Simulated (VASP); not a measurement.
Input:

```
SrVO3
1.0
    3.75779     0.00000     0.00000
    0.00000     3.75779     0.00000
    0.00000     0.00000     3.75779
Sr V O
1 1 3
Direct
  0.00000   0.00000   0.00000
  0.50000   0.50000   0.50000
  0.50000   0.00000   0.50000
  0.00000   0.50000   0.50000
  0.50000   0.50000   0.00000
```

Method: MS2 meta-GGA, VASP's PBE PAW potentials (set 64) (plane waves; VASP). Settings: 520 eV cut-off, 8×8×8 Γ-centred mesh, first-order Methfessel-Paxton smearing of 0.10 eV, potentials Sr_sv V_sv O.

Question: What does the run give for the energy per atom (σ→0), pressure, band gap (on the k-mesh) with the smallest direct gap where there is one?

Answer: 
```
Quantity                                                    Result
------------------------  ----------------------------------------
band gap (on the k-mesh)  none (metal, semimetal or under 0.01 eV)
energy per atom (σ→0)                       -988.8 kJ/mol of atoms
pressure                                                 14.26 GPa
```

The compound is SrVO3 in the cubic perovskite structure. This cell is one point of a volume scan, at 0.94 of the reference volume. The run is not spin-polarised, so no magnetic state was tried. The electron count is odd and the run is not spin-polarised, which forces a metal.
